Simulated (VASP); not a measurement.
# Quasiparticle energies of BAs in VASP, part 7 of 8

Aim: the quasiparticle gap of BAs, and what it costs to get it. The cell is of the zinc-blende type, one of the forms listed for this formula. The start is a cell from a database of measured crystal structures.

VASP 6.6.1, plane waves and PAW; the level of theory is named at each step.

So far, quasiparticle gap on the mesh (eV): step 3 (evGW0, evGW0 on PBE) 2.00; step 4 (evGW, evGW on PBE) 2.10; step 5 (QPGW0, QPGW0 on PBE) 2.04. Also gap on the k-mesh (eV): step 2 (empty bands, functional PBE) 1.26.

**6. Orbitals for another starting point**

This step: PBE; plane waves and PAW (As_GW, B_GW) (VASP 6.6.1).

A hybrid converges faster from good orbitals, so a cheap PBE run writes WAVECAR first.

INCAR

```
SYSTEM = BAs
PREC = Accurate
ENCUT = 340
EDIFF = 1E-05
NELM = 100
ISMEAR = 0
SIGMA = 0.01
LREAL = .FALSE.
ALGO = Normal
GGA = PE
NBANDS = 10
LORBIT = 11
LWAVE = .TRUE.
LCHARG = .FALSE.
KPAR = 8
```

POSCAR

```
BAs
1.0
    0.0000000000      2.3885000000      2.3885000000
    2.3885000000      0.0000000000      2.3885000000
    2.3885000000      2.3885000000      0.0000000000
As B
1 1
Direct
    0.7500000000      0.7500000000      0.7500000000
    0.0000000000      0.0000000000      0.0000000000
```

KPOINTS

```
Automatic mesh
0
Gamma
6 6 6
0 0 0
```

Potentials, in the order of the species: As_GW and B_GW (PBE family, release 64).

Command:

```bash
> mpirun -np 8 vasp_std
```

The program printed:

```text
[banner, memory and clock lines left out]
running    8 mpi-ranks, on    1 nodes
 distrk:  each k-point on    1 cores,    8 groups
 distr:  one band on    1 cores,    1 groups

 POSCAR found type information on POSCAR AsB
 POSCAR found :  2 types and       2 ions
 [... a notice as in an earlier step ...]

 LDA part: xc-table for (Slater+PW92), standard interpolation
 POSCAR, INCAR and KPOINTS ok, starting setup
 FFT: planning ... GRIDC
 FFT: planning ... GRID_SOFT
 FFT: planning ... GRID
 WAVECAR not read
 entering main loop
       N       E                     dE             d eps       ncg     rms          rms(c)
DAV:   1     0.913930403917E+01    0.91393E+01   -0.32924E+03   320   0.572E+02
DAV:   2    -0.114425719776E+02   -0.20582E+02   -0.19954E+02   466   0.104E+02
DAV:   3    -0.120436112829E+02   -0.60104E+00   -0.59968E+00   400   0.166E+01
DAV:   4    -0.120498652068E+02   -0.62539E-02   -0.62533E-02   430   0.192E+00
DAV:   5    -0.120499627559E+02   -0.97549E-04   -0.97548E-04   420   0.162E-01    0.403E+00
DAV:   6    -0.114470251741E+02    0.60294E+00   -0.17901E+00   482   0.692E+00    0.170E+00
DAV:   7    -0.113880747739E+02    0.58950E-01   -0.17528E-01   416   0.230E+00    0.739E-01
DAV:   8    -0.113807879027E+02    0.72869E-02   -0.20084E-02   368   0.906E-01    0.773E-02
DAV:   9    -0.113811695321E+02   -0.38163E-03   -0.62901E-04   386   0.166E-01    0.416E-02
DAV:  10    -0.113813022495E+02   -0.13272E-03   -0.19833E-04   366   0.983E-02    0.867E-03
DAV:  11    -0.113813013761E+02    0.87342E-06   -0.72717E-06   278   0.157E-02
   1 F= -.11381301E+02 E0= -.11381301E+02  d E =-.358924E-61
 writing wavefunctions
```

Wall time 1.2 s (8 MPI ranks of AMD EPYC 9R45, shared host); peak memory 0.79 GiB; 4.5 s of CPU time.

OUTCAR, selected parts (step 6):

```text
   k-points           NKPTS =     16   k-points in BZ     NKDIM =     16   number of bands    NBANDS=     10

   NELECT =       8.0000    total number of electrons

 E-fermi :   6.2889

 k-point     1 :       0.0000    0.0000    0.0000
  band No.  band energies     occupation
      1      -9.2369      2.00000
      2       6.1740      2.00000
      3       6.1740      2.00000
      4       6.1740      2.00000
      5       9.4403      0.00000
      6       9.4403      0.00000
      7       9.4403      0.00000
      8      10.8286      0.00000
      9      15.7362      0.00000
    ...

  Total        0.5005950      0.5005950      0.5005950      0.0000000      0.0000000      0.0000000
  in kB       29.4300771     29.4300771     29.4300771      0.0000000      0.0000000      0.0000000
  external PRESSURE =      29.4300771 kB  Pullay stress =       0.0000000 kB

 POSITION                                       TOTAL-FORCE (eV/Angst)
 -----------------------------------------------------------------------------------
      3.58275      3.58275      3.58275        -0.000000     -0.000000     -0.000000
      0.00000      0.00000      0.00000         0.000000      0.000000      0.000000
 -----------------------------------------------------------------------------------
    total drift:                               -0.000001     -0.000001     -0.000000

  FREE ENERGIE OF THE ION-ELECTRON SYSTEM (eV)
  ---------------------------------------------------
  free  energy   TOTEN  =       -11.3813013761 eV

  energy  without entropy=      -11.3813013761  energy(sigma->0) =      -11.38130138

[... 7 parts as in an earlier step ...]

[... 9 further parts left out ...]
```

This step gave:

* free energy (TOTEN): -11.38 eV
* Fermi energy: 6.289 eV
* pressure: 2.943 GPa
* gap on the k-mesh: 1.264 eV

The run ends at a pressure of 2.94 GPa.

**7. Another starting point**

This step: HSE06; plane waves and PAW (As_GW, B_GW) (VASP 6.6.1).

To see how much the result owes to its start, the ground state is made again with HSE06. EDIFF is tight for accurate orbitals, and a narrow smearing avoids fractional occupations.

INCAR

```
SYSTEM = BAs
PREC = Accurate
ENCUT = 340
EDIFF = 1E-08
NELM = 100
ISMEAR = 0
SIGMA = 0.01
LREAL = .FALSE.
ALGO = Normal
LHFCALC = .TRUE.
AEXX = 0.25
GGA = PE
HFSCREEN = 0.2
LASPH = .TRUE.
NBANDS = 10
PRECFOCK = Fast
LORBIT = 11
LWAVE = .TRUE.
LCHARG = .FALSE.
KPAR = 8
```

POSCAR is that of step 6.

KPOINTS is that of step 6.

The run starts from files that an earlier step left in the folder.

Command:

```bash
> mpirun -np 8 vasp_std
```

The program printed:

```text
[banner, memory and clock lines left out]
running    8 mpi-ranks, on    1 nodes
 distrk:  each k-point on    1 cores,    8 groups
 distr:  one band on    1 cores,    1 groups

 POSCAR found type information on POSCAR AsB
 POSCAR found :  2 types and       2 ions
 [... a notice as in an earlier step ...]

 LDA part: xc-table for (Slater+PW92), standard interpolation
 found WAVECAR, reading the header
 POSCAR, INCAR and KPOINTS ok, starting setup
 FFT: planning ... GRIDC
 FFT: planning ... GRID_SOFT
 FFT: planning ... GRID
 reading WAVECAR
 the WAVECAR file was read successfully
 initial charge from wavefunction
 entering main loop
       N       E                     dE             d eps       ncg     rms          rms(c)
DAV:   1    -0.132350101423E+02   -0.13235E+02   -0.33000E-01   446   0.433E+00    0.291E-01
DAV:   2    -0.132364564535E+02   -0.14463E-02   -0.56984E-03   368   0.524E-01    0.187E-01
DAV:   3    -0.132359666365E+02    0.48982E-03   -0.91660E-04   440   0.194E-01    0.108E-01
DAV:   4    -0.132358315927E+02    0.13504E-03   -0.11950E-04   482   0.808E-02    0.638E-02
DAV:   5    -0.132357772996E+02    0.54293E-04   -0.18453E-05   374   0.323E-02    0.382E-02
DAV:   6    -0.132357591084E+02    0.18191E-04   -0.11053E-05   428   0.191E-02    0.227E-02
DAV:   7    -0.132357538884E+02    0.52200E-05   -0.29778E-06   428   0.112E-02    0.136E-02
DAV:   8    -0.132357525283E+02    0.13601E-05   -0.75476E-07   472   0.666E-03    0.807E-03
DAV:   9    -0.132357523179E+02    0.21041E-06   -0.23521E-07   444   0.401E-03    0.477E-03
DAV:  10    -0.132357522755E+02    0.42451E-07   -0.80217E-08   468   0.227E-03    0.282E-03
DAV:  11    -0.132357523137E+02   -0.38247E-07   -0.25227E-08   360   0.125E-03    0.167E-03
DAV:  12    -0.132357523576E+02   -0.43841E-07   -0.83480E-09   214   0.722E-04    0.997E-04
DAV:  13    -0.132357524015E+02   -0.43961E-07   -0.51561E-09   214   0.537E-04    0.588E-04
DAV:  14    -0.132357524296E+02   -0.28041E-07   -0.17704E-09   204   0.307E-04    0.350E-04
DAV:  15    -0.132357524467E+02   -0.17161E-07   -0.93016E-10   202   0.220E-04    0.206E-04
DAV:  16    -0.132357524580E+02   -0.11276E-07   -0.42961E-10   196   0.164E-04    0.122E-04
DAV:  17    -0.132357524649E+02   -0.68775E-08   -0.21123E-10   196   0.109E-04
   1 F= -.13235752E+02 E0= -.13235752E+02  d E =-.196249E-13
 writing wavefunctions
```

The job ended after 23 s (8 MPI ranks; peak memory 1.6 GiB).

OUTCAR, selected parts (step 7):

```text
   k-points           NKPTS =     16   k-points in BZ     NKDIM =    216   number of bands    NBANDS=     10

   NELECT =       8.0000    total number of electrons

  exchange ACFDT corr.  =         0.00000000  see jH, gK, PRB 81, 115126

 E-fermi :   5.7963

 k-point     1 :       0.0000    0.0000    0.0000
  band No.  band energies     occupation
      1     -11.1953      2.00000
      2       5.7493      2.00000
      3       5.7493      2.00000
      4       5.7493      2.00000
      5       9.8779      0.00000
      6       9.8779      0.00000
      7       9.8779      0.00000
      8      11.5870      0.00000
      9      16.3564      0.00000
    ...

 POSITION                                       TOTAL-FORCE (eV/Angst)
 -----------------------------------------------------------------------------------
      3.58275      3.58275      3.58275         0.000000      0.000000      0.000000
      0.00000      0.00000      0.00000        -0.000000     -0.000000     -0.000000
 -----------------------------------------------------------------------------------
    total drift:                                0.000002     -0.000002      0.000000

  FREE ENERGIE OF THE ION-ELECTRON SYSTEM (eV)
  ---------------------------------------------------
  free  energy   TOTEN  =       -13.2357524649 eV

  energy  without entropy=      -13.2357524649  energy(sigma->0) =      -13.23575246

[... 7 parts as in an earlier step ...]

[... 9 further parts left out ...]
```

The PAW data sets were made with PBE, which is usual practice but a small mismatch for other functionals.

Numbers from this step:

```yaml
free_energy_toten: -13.24 eV
fermi_energy: 5.796 eV
gap_on_the_k_mesh: 1.951 eV
least_direct_gap_on_the_k_mesh: 4.129 eV
```

**8. Empty bands, functional HSE06**

ALGO = Exact makes the empty bands from the converged ground state in one step. LOPTICS writes the k-derivatives of the orbitals (WAVEDER), which give the long-wavelength limit of the screening.

INCAR

```
SYSTEM = BAs
PREC = Accurate
ENCUT = 340
ISMEAR = 0
SIGMA = 0.01
LREAL = .FALSE.
LHFCALC = .TRUE.
AEXX = 0.25
GGA = PE
HFSCREEN = 0.2
LASPH = .TRUE.
NBANDS = 176
PRECFOCK = Fast
ALGO = Exact
NELM = 1
LWAVE = .TRUE.
LCHARG = .FALSE.
LOPTICS = .TRUE.
NEDOS = 1000
CSHIFT = 0.1
```

POSCAR is that of step 7.

KPOINTS is that of step 7.

The WAVECAR or CHGCAR of an earlier step is read.

Command:

```bash
> mpirun -np 8 vasp_std
```

The program printed:

```text
[banner, memory and clock lines left out]
running    8 mpi-ranks, on    1 nodes
[...]
[... a notice as in an earlier step ...]

 LDA part: xc-table for (Slater+PW92), standard interpolation
 found WAVECAR, reading the header
  number of bands has changed, file:    10 present:   176
  trying to continue reading WAVECAR, but it might fail
 POSCAR, INCAR and KPOINTS ok, starting setup
[...]
reading WAVECAR
 random initialization beyond band           10
 the WAVECAR file was read successfully
 initial charge from wavefunction
 entering main loop
       N       E                     dE             d eps       ncg     rms          rms(c)
DIA:   1    -0.132357524746E+02   -0.13236E+02    0.00000E+00     0   0.000E+00
   1 F= -.13235752E+02 E0= -.13235752E+02  d E =-.680980E-29
 writing wavefunctions
 optical routines
 imaginary and real dielectric function
 recalculating local potential from charge density
 direction            1
 direction            2
 direction            3
```

Elapsed: 94 s, on 8 MPI ranks; peak memory 1.7 GiB; 12 min of CPU time.

OUTCAR, selected parts (step 8):

```text
  FREE ENERGIE OF THE ION-ELECTRON SYSTEM (eV)
  ---------------------------------------------------
  free  energy   TOTEN  =       -13.2357524746 eV

  energy  without entropy=      -13.2357524746  energy(sigma->0) =      -13.23575247

[... 3 parts as in an earlier step ...]

[... 1 further part left out ...]
[key lines of the parts left out:]
E-fermi :   5.8253
```

[end of part 7 of 8]

[Lines on the potential files, build, host, timing and source positions are cut from VASP's logs without a mark.]

[Logs are printed without paths, hosts, clocks, repeated set-up lines and the standing remarks that a program may print on its own settings, such as how far it seeks lower states.]

[Hosts, paths, dates, database ids (printed as entryN), source tags and the programs' standing remarks are cut or masked in the printed files.]

[Pressures printed for these runs are not shown converged in the cutoff: they can be off by several GPa and have the wrong sign.]
